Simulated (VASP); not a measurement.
# Moving the dispersion correction in YNb

The cell as given:

It takes space group Pm-3m (No. 221, cubic). The conventional cell has a = 3.611 Å, b = 3.611 Å, c = 3.611 Å, α = 90.00°, β = 90.00°, γ = 90.00°. Around Y (site symmetry m-3m) lie 8 Nb at 3.13 Å. Nb (site symmetry m-3m) is surrounded by 8 Y at 3.13 Å.

The cell comes from a database or a generator and needn't be the stable form of this composition.

Kept alike: task relaxation of cell and atoms; functional revPBE; k mesh 7 × 7 × 7; occupations fermi-dirac, width 0.05 eV; no spin polarisation. Program: VASP, PBE PAW files Nb_sv, Y_sv, 600 eV. The mesh is that of the run's cell of 2 atoms. No spin-orbit coupling.

| dispersion correction | volume (Å³/atom) |
| --- | --- |
| D3(zero) | 22.653 |
| D3(BJ) | 21.912 |
| D4 | 23.154 |
| dDsC | 22.804 |
| none | 24.028 |

The relaxations keep at least the cell's symmetry (Pm-3m). For a metal such a mesh leaves the last digits unconverged. Relaxations stop with a little pressure left, so the last digits of a volume or edge aren't settled. Runs of this series that gave no sound value for these columns are left out. All rows use potentials made for PBE.

**Question.** What does the dispersion correction change here?

**Answer.** The volume runs from 21.912 (D3(BJ)) to 24.028 Å³/atom (none). Against no correction: D3(zero) -5.7 %; D3(BJ) -8.8 %; D4 -3.6 %; dDsC -5.1 %. Dispersion terms mostly attract and so lower the volume; the schemes' coefficients and damping set how far.
